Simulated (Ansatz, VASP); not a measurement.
## TiTe2: VASP beside Ansatz

One calculation is typed for both programs; each brings its own data sets. How far apart do they land? The cell is taken from a series of runs on this material, whose earlier steps may have relaxed, scaled, displaced or heated it; both programs get it as it stands.

Method: plane waves, with VASP 6.6.1 beside it; zone-centre phonons at PBE, in Ansatz 0.2.0.

### Step 1. Set-up

It takes space group P-3m1 (No. 164, trigonal). Conventional cell: a = 3.763 Å, b = 3.763 Å, c = 6.983 Å, α = 90.00°, β = 90.00°, γ = 120.00°. Ti has 6 Te at 2.78 Å nearest. Nearest to Te lie 3 Ti at 2.78 Å. Farther neighbours and most contacts between anions are not listed.

### Step 2. Ansatz: zone-centre phonons, PBE

Ansatz runs on its PAW soft_1 files.

Second derivatives magnify differences that forces hide, and they need a tight electronic threshold.

Contents of input.yaml:

```yaml
crystal:
  lattice:
    - [3.7634960478, 0.0, 0.0]
    - [-1.8817480239, 3.2592831844, 0.0]
    - [0.0, 0.0, 6.9825034252]
  atoms:
    - { symbol: Ti, position: [0.0, 0.0, 0.0] }
    - { symbol: Te, position: [0.6666666667, 0.3333333333, 0.2484580961] }
    - { symbol: Te, position: [0.3333333333, 0.6666666667, 0.7515419039] }
kpoints:
  mp_grid: { grid: [15, 15, 8] }
hamiltonian:
  xc: pbe
  pseudopotentials: { kind: paw, azcp: { folder: soft_1 } }
scf:
  occupations: { method: methfessel_paxton, width: 0.2 }
output:
  eigenvalues: true
phonons:
  method: dfpt
```

Command:

```
ansatz run input.yaml --threads 16 --pin off --max-ram 61440MiB --backend cuda --events-out ev --progress --plain --runs-dir out --max-vram 78GiB
```

Numbers of over 12 decimals in the logs are rounded to 6 here.

The program printed:

```text
Engine: ansatz 0.2.0, aarch64-unknown-linux-gnu
Pseudopotentials: kind: paw
Pseudopotential: Ti, paw, valence charge 12, recommended cutoff 420 eV (normal), soft_1/Ti.paw.azcp
Pseudopotential: Te, paw, valence charge 16, recommended cutoff 420 eV (normal), soft_1/Te.paw.azcp
Functional definition: PBE
  parameter kappa = 0.804
  parameter beta = 0.066725
  exchange = pbe_x(kappa = kappa, mu = beta*pi^2/3)
  correlation = pbe_c(beta = beta)
device memory: the entry about to start is reckoned to put 17.1 GiB on a device that reports 142.0 GiB free (of which the cap on the GPU budget leaves the run 78.0 GiB)
GPU FFT provider: cuFFT
GPU libraries: cuBLAS 13.8.1, cuFFT 12.4.0, cuSOLVER 12.3.2
GPU matrix products: emulated (plane waves: as basis.precision tells), large ones in fixed point in workspaces of 1.00 GiB
Crystal: 3 atoms, lattice volume = 85.649 Å³
Basis set: ecut = 420 eV, 1667 PW (Γ), exchange–correlation on 54×54×96 points (8 copies of the dense FFT grid, shifted against one another)
Bands: 27, of which v1, the nominal top of the filled ones, is band 22 counted from 1 (21 counted from 0)
Symmetry: 12 space group operations
k-points: 488 of 1800 (irreducible under 2 space group operations, time reversal used)
Non-local potential: Ti, projectors of the file, l = 0: 3, l = 1: 2, l = 2: 3, l = 3: 1
Non-local potential: Te, projectors of the file, l = 0: 2, l = 1: 2, l = 2: 2, l = 3: 1
PAW form: soft (Blöchl's): semilocal exchange-correlation on the pseudo side does not see the compensation charge
PAW one-centre angular grid: Ti, 590 points (default); XC on 64 Gauss nodes
PAW one-centre angular grid: Te, 590 points (default); XC on 64 Gauss nodes
Initial density: superposition of atomic densities (chi_scale 0.1, normalization cell, long waves kept (reshape's long-wave potential 0.08 eV rms))
Initial wavefunctions: pseudopotential atomic-orbital guess
GPU buffer pool allocated for 34992 grid points (all kernels)
GPU transforms: local potential and band sums: pruned to the plane-wave sphere, on 25×25×48
Functional: x = pbe(κ = 0.804, μ = 0.219515), c = pbe(β = 0.066725)
SCF iter   1: F=—  HF=-16464.933345 eV  |F-HF|=—  |Δ(HF+E_count)|=         —  Δρ=1.32e-1  dr2=4.45e1  ethr=3.10e-3  ⟨swp⟩=5.8  Hψ=55900  notcnv=0
preconditioner: auto → LDOS  [metal: Δε(μ)=0.023 eV  Ē_g=5.454 eV  σ=0.200 eV  W_gap=0.10  n_scr=22 (ndim 8)  ℏωp=16.0 eV  f_vac=0.018  D(μ)=3.45/eV (n_scr^D=34)  β→1.0]
SCF iter   2: F=—  HF=-16462.131694 eV  |F-HF|=—  |Δ(HF+E_count)|=    2.80e0  S|Δr|=    0.00e0  Δρ=4.54e-2  dr2=2.85e0  ethr=3.10e-3  ⟨swp⟩=3.8  Hψ=31031  notcnv=0
SCF iter   3: F=—  HF=-16461.987491 eV  |F-HF|=—  |Δ(HF+E_count)|=   1.44e-1  S|Δr|=    0.00e0  Δρ=1.79e-2  dr2=9.03e-1  ethr=3.10e-3  ⟨swp⟩=2.4  Hψ=25455  notcnv=0
SCF iter   4: F=—  HF=-16461.890989 eV  |F-HF|=—  |Δ(HF+E_count)|=   9.65e-2  S|Δr|=    0.00e0  Δρ=8.23e-3  dr2=8.98e-2  ethr=2.05e-3  ⟨swp⟩=2.0  Hψ=18491  notcnv=0
SCF iter   5: F=—  HF=-16461.881010 eV  |F-HF|=—  |Δ(HF+E_count)|=   9.98e-3  S|Δr|=    0.00e0  Δρ=3.28e-3  dr2=1.84e-2  ethr=2.04e-4  ⟨swp⟩=1.2  Hψ=15909  notcnv=0
SCF iter   6: F=—  HF=-16461.879691 eV  |F-HF|=—  |Δ(HF+E_count)|=   1.32e-3  S|Δr|=    0.00e0  Δρ=3.26e-4  dr2=7.15e-5  ethr=4.18e-5  ⟨swp⟩=1.1  Hψ=14015  notcnv=0
SCF iter   7: F=—  HF=-16461.879638 eV  |F-HF|=—  |Δ(HF+E_count)|=   5.25e-5  S|Δr|=    0.00e0  Δρ=9.89e-5  dr2=1.49e-5  ethr=1.63e-7  ⟨swp⟩=2.6  Hψ=23688  notcnv=0
SCF iter   8: F=—  HF=-16461.879619 eV  |F-HF|=—  |Δ(HF+E_count)|=   1.89e-5  S|Δr|=    0.00e0  Δρ=4.67e-5  dr2=3.37e-6  ethr=3.38e-8  ⟨swp⟩=1.0  Hψ=13176  notcnv=0
SCF iter   9: F=—  HF=-16461.879806 eV  |F-HF|=—  |Δ(HF+E_count)|=   1.86e-4  S|Δr|=    0.00e0  Δρ=7.55e-6  dr2=8.42e-8  ethr=7.65e-9  ⟨swp⟩=1.2  Hψ=13273  notcnv=0
SCF iter  10: F=—  HF=-16461.879806 eV  |F-HF|=—  |Δ(HF+E_count)|=  5.53e-10  S|Δr|=    0.00e0  Δρ=1.43e-6  dr2=2.63e-9  ethr=1.91e-10  ⟨swp⟩=2.9  Hψ=25004  notcnv=0
SCF iter  11: F=—  HF=-16461.879806 eV  |F-HF|=—  |Δ(HF+E_count)|=  2.00e-10  S|Δr|=    0.00e0  Δρ=1.35e-7  dr2=1.27e-11  ethr=5.97e-12  ⟨swp⟩=2.3  Hψ=17756  notcnv=0
SCF iter  12: F=-16461.879806 eV  HF=-16461.879806 eV  |F-HF|=0.00e0  |Δ(HF+E_count)|=  3.64e-12  S|Δr|=    0.00e0  Δρ=4.74e-8  dr2=1.71e-12  ethr=1.00e-12  ⟨swp⟩=6.3  Hψ=60194  notcnv=0
SCF 1 converged in 12 iterations: F = -16461.879806 eV  dr2 = 1.71e-12
  greatest PAW one-centre occupation: 0.999 electrons in one spin orbital (limit 2), on the Ti atom at site 0 (counted from 0), in its partial waves of l = 0
device memory: the entry about to start is reckoned to put 0.1 GiB (of the 0.5 GiB reckoned in all, the device holds 0.5 GiB already) on a device that reports 141.5 GiB free (of which the cap on the GPU budget leaves the run 77.7 GiB)
device memory: the entry about to start is reckoned to put 4.9 GiB on a device that reports 141.5 GiB free (of which the cap on the GPU budget leaves the run 77.7 GiB)
NSCF: frozen V_eff on 192 k-points, pencils in batches of 32, up to order 108
device memory: the entry about to start is reckoned to put 4.9 GiB on a device that reports 141.1 GiB free (of which the cap on the GPU budget leaves the run 77.7 GiB)
NSCF: frozen V_eff on 192 k-points
device memory: the entry about to start is reckoned to put 10.4 GiB (of the 10.6 GiB reckoned in all, the device holds 0.2 GiB already) on a device that reports 140.9 GiB free (of which the cap on the GPU budget leaves the run 77.5 GiB)
DFPT response loops at q = (0, 0, 0) (fractional): preconditioner auto → Kerker (q_TF=auto, 2.442 Å⁻¹) (partly filled bands, converged f_vac=0.033); β = 1.00, the filter's whole step (`scf.mixing.beta` (0.50) is not read by the response loops under this deck's `scf.mixing.preconditioner`; to damp them name `kerker` or `kerker_dos`, under which they read `scf.mixing.beta`, and type it under 1.00, their step now; both keys bind the ground state too); Anderson in place of MSR1; while a model of the screening serves, it and β = 1 on shorter waves in the place of filter and β
SCF converged after 12 iterations
Stability not checked: this state was not tested for a lower state beside it, because cold or Methfessel-Paxton smearing, or corrected tetrahedra, fill the levels in a way that the test cannot read (fill_not_monotonic; see scf.lower_state_search)
Free energy (F): -16461.879806 eV
Harris-Foulkes:  -16461.879806 eV  (|F-HF|=0.00e0)
Internal energy: -16461.880475 eV  (E = F + TS)
E sigma→0 (E₀):  -16461.879973 eV
Entropy (-TS):   0.000669 eV (0.223 meV/atom)
Fermi energy:    9.282302 eV
--- Per-component energies (eV) ---
  E_band       = -710.071826
  E_kinetic    = 623.365017
  E_local      = -4618.454061  (includes V_loc(G=0)·N_el)
  E_nonlocal   = 193.191292
  E_hartree    = 2203.770900
  E_xc         = -360.408992
  E_vxc        = -348.467963  (∫ρ·V_xc dr)
  E_paw        = -10385.573408  (= ΣΔE_a)
  E_vpaw       = -967.248050  (= ΣTr[D̂ρ^β])
  E_aug_tail   = 0.000103  (compensation charges beyond the density's cutoff)
  E_ewald      = -4117.771327
  E_smearing   = 0.000669  (= −TS)
  E_closure    = 0.000000  (closes the sum)
  Σ components = -16461.879806   (vs F -16461.879806, Δ=0.00e0)
--- Band table (eV; the first three rows and the last of 488) ---
  k-point 0: bands = [... 18 lower, 7.7261, 9.1460, 9.5652, 9.6712, 9.6712, 10.3870, 10.3870, 12.4618, ... 1 higher]
  k-point 1: bands = [... 18 lower, 7.7302, 8.7063, 9.6706, 9.6706, 9.7957, 10.3649, 10.3649, 12.4925, ... 1 higher]
  k-point 2: bands = [... 18 lower, 7.7402, 7.9843, 9.6691, 9.6691, 9.9899, 10.3133, 10.3133, 12.5656, ... 1 higher]
  k-point 487: bands = [... 18 lower, 6.3801, 6.8602, 7.2185, 7.8450, 9.9385, 10.5493, 10.6666, 11.1626, ... 1 higher]
--- Phonons (Γ-DFPT): 4 representative perturbations + reference (Σ response iterations 20) ---
  ASR residual: 6.421e-5 → 0.000e0 eV/Å²; symmetrization residual: 1.950e-10 eV/Å²
  ASR residual per site (eV/Å²): 3.26e-5 6.42e-5 6.42e-5
  Γ frequencies (cm⁻¹): 0.00 0.00 0.00 93.73 93.73 135.21 164.99 164.99 251.22
  non-analytic LO–TO correction: not included (Born effective charges unavailable; polar crystals: no LO–TO splitting at Γ)
```

Reading the cycles: dr2 is the Hartree energy of the density residual (eV), the measure of convergence; HF is the Harris–Foulkes estimate of the energy, which meets the free energy F at convergence.

(Part 1 of 2 ends here.)

[Lines on the potential files, build, host, timing and source positions are cut from VASP's logs without a mark.]

[Logs are printed without paths, hosts, clocks, repeated set-up lines and the standing remarks that a program may print on its own settings, such as how far it seeks lower states.]

[Hosts, paths, dates, database ids (printed as entryN), source tags and the programs' standing remarks are cut or masked in the printed files.]
